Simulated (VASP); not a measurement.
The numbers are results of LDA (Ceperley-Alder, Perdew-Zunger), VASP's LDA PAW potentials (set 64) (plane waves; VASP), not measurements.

VASP input:

File KPOINTS:
```
k-points along high-symmetry lines
15
Line-mode
Reciprocal
  0.000000   0.000000   0.000000 ! GAMMA
  0.000000   0.500000   0.000000 ! X

  0.000000   0.500000   0.000000 ! X
  0.500000   0.500000   0.000000 ! M

  0.500000   0.500000   0.000000 ! M
  0.000000   0.000000   0.000000 ! GAMMA

  0.000000   0.000000   0.000000 ! GAMMA
  0.500000   0.500000   0.500000 ! R

  0.500000   0.500000   0.500000 ! R
  0.000000   0.500000   0.000000 ! X

  0.500000   0.500000   0.500000 ! R
  0.500000   0.500000   0.000000 ! M
```

INCAR:
```
SYSTEM = CsPbCl3
PREC = Accurate
ENCUT = 400
EDIFF = 1E-7
NELM = 100
ALGO = Normal
LREAL = .FALSE.
LASPH = .TRUE.
ISMEAR = 0
SIGMA = 0.05
LMAXMIX = 4
LWAVE = .FALSE.
LCHARG = .FALSE.
LORBIT = 11
ICHARG = 11
```

### POSCAR
```
CsPbCl3
1.0
  5.5267393186   0.0000000000   0.0000000000
  0.0000000000   5.5267393186   0.0000000000
  0.0000000000   0.0000000000   5.5267393186
Cs Pb Cl
1 1 3
Cart
  0.0000000000   0.0000000000   0.0000000000
  2.7633696593   2.7633696593   2.7633696593
  2.7633696593   0.0000000000   2.7633696593
  0.0000000000   2.7633696593   2.7633696593
  2.7633696593   2.7633696593   0.0000000000
```

POTCAR, in this order: Cs_sv Pb_d Cl (LDA.64 set). Program: vasp_std. Read from the step before: CHGCAR.

Output of the run:

**OUTCAR**
```
 ion  position               nearest neighbor table
   1  0.000  0.000  0.000-
   2  0.500  0.500  0.500-   3 2.76   4 2.76   5 2.76   5 2.76   3 2.76   4 2.76
   3  0.500  0.000  0.500-   2 2.76   2 2.76
   4  0.000  0.500  0.500-   2 2.76   2 2.76
   5  0.500  0.500  0.000-   2 2.76   2 2.76
  LATTYP: Found a simple cubic cell.
 ALAT       =     5.5267393186
 Subroutine PRICEL returns:
 Original cell was already a primitive cell.
 Subroutine GETGRP returns: Found 48 space group operations
The static configuration has the point symmetry O_h .
The dynamic configuration has the point symmetry O_h .
 Subroutine INISYM returns: Found 48 space group operations
   k-points           NKPTS =     90   k-points in BZ     NKDIM =     90   number of bands    NBANDS=     26
   number of dos      NEDOS =    301   number of ions     NIONS =      5
   total plane-waves  NPLWV =  46656
   dimension x,y,z NGX =    36 NGY =   36 NGZ =   36
   dimension x,y,z NGXF=    72 NGYF=   72 NGZF=   72
   ions per type =               1   1   3
   PREC   = accura    normal or accurate (medium, high low for compatibility)
   ISTART =      0    job   : 0-new  1-cont  2-samecut
   ICHARG =     11    charge: 1-file 2-atom 10-const
   ISPIN  =      1    spin polarized calculation?
   LNONCOLLINEAR =      F non collinear calculations
   LSORBIT =      F    spin-orbit coupling
   INIWAV =      1    electr: 0-lowe 1-rand  2-diag
   ENCUT  =  400.0 eV  29.40 Ry    5.42 a.u.   9.01  9.01  9.01*2*pi/ulx,y,z
   NELM   =    100;   NELMIN=  2; NELMDL= -5     # of ELM steps
   EDIFF  = 0.1E-06   stopping-criterion for ELM
   LREAL  =      F    real-space projection
   NLSPLINE    = F    spline interpolate recip. space projectors
   LMAXMIX     =    4 max onsite mixed and CHGCAR
   VOSKOWN=      0    Vosko Wilk Nusair interpolation
   EDIFFG = 0.1E-05   stopping-criterion for IOM
   NSW    =      0    number of steps for IOM
   NBLOCK =      1;   KBLOCK =      1    inner block; outer block
   IBRION =     -1    ionic relax: 0-MD 1-quasi-New 2-CG
   NFREE  =      0    steps in history (QN), initial steepest desc. (CG)
   ISIF   =      2    stress and relaxation
...
```

OSZICAR:
```
       N       E                     dE             d eps       ncg     rms          rms(c)
DAV:   1     0.375091405610E+03    0.37509E+03   -0.17353E+04  4680   0.129E+03
DAV:   2     0.247045079503E+02   -0.35039E+03   -0.34253E+03  5836   0.326E+02
DAV:   3    -0.171456723459E+02   -0.41850E+02   -0.40972E+02  5634   0.122E+02
DAV:   4    -0.187911971268E+02   -0.16455E+01   -0.16382E+01  6122   0.304E+01
DAV:   5    -0.188435988614E+02   -0.52402E-01   -0.52374E-01  6146   0.448E+00
DAV:   6    -0.188453887639E+02   -0.17899E-02   -0.17897E-02  7124   0.910E-01
DAV:   7    -0.188454177291E+02   -0.28965E-04   -0.28963E-04  6120   0.748E-02
DAV:   8    -0.188454183835E+02   -0.65434E-06   -0.65428E-06  6968   0.112E-02
DAV:   9    -0.188454183967E+02   -0.13186E-07   -0.13225E-07  4334   0.111E-03
   1 F= -.18845418E+02 E0= -.18845418E+02  d E =-.369945E-11
```

**OUTCAR**
```
 val. band max:        2.1375964958   @ k =   0.5000   0.5000   0.5000

 cond. band min:       3.6565794015   @ k =   0.5000   0.5000   0.5000



 k-point     1 :       0.0000    0.0000    0.0000
  band No.  band energies     occupation
      1     -19.3765      2.00000
      2     -14.8893      2.00000
      3     -14.8893      2.00000
      4     -14.5686      2.00000
      5     -14.5686      2.00000
      6     -14.5686      2.00000
      7     -13.3731      2.00000
      8     -12.3186      2.00000
      9     -12.3186      2.00000
     10      -6.1997      2.00000
     11      -6.1997      2.00000
     12      -6.1997      2.00000
     13      -4.7045      2.00000
     14      -3.0275      2.00000
     15      -3.0275      2.00000
     16      -3.0275      2.00000
     17      -0.8429      2.00000
     18      -0.8429      2.00000
     19      -0.8429      2.00000
     20      -0.7078      2.00000
     21      -0.7078      2.00000
     22      -0.7078      2.00000
     23       4.8677      0.00000
     24       5.8165      0.00000
     25       5.8165      0.00000
     26       6.8103      0.00000

 k-point     2 :       0.0000    0.0357    0.0000
  band No.  band energies     occupation
      1     -19.3764      2.00000
      2     -14.8893      2.00000
      3     -14.8878      2.00000
      4     -14.5686      2.00000
      5     -14.5686      2.00000
      6     -14.5686      2.00000
      7     -13.3714      2.00000
      8     -12.3232      2.00000
      9     -12.3186      2.00000
     10      -6.1994      2.00000
     11      -6.1993      2.00000
     12      -6.1993      2.00000
     13      -4.7331      2.00000
     14      -3.0267      2.00000
     15      -3.0267      2.00000
     16      -2.9866      2.00000
     17      -0.8448      2.00000
     18      -0.8443      2.00000
     19      -0.8443      2.00000
     20      -0.7094      2.00000
     21      -0.7094      2.00000
     22      -0.7086      2.00000
     23       4.8817      0.00000
...
```

The density is held fixed in this step, so its total energy and stress have no physical meaning. Unless said otherwise, spin-orbit coupling is left out, though it shifts the bands of the heavy elements here.

The compound is CsPbCl3 in the cubic perovskite structure, the ideal cubic form; the compound distorts at low or room temperature. It was relaxed first.
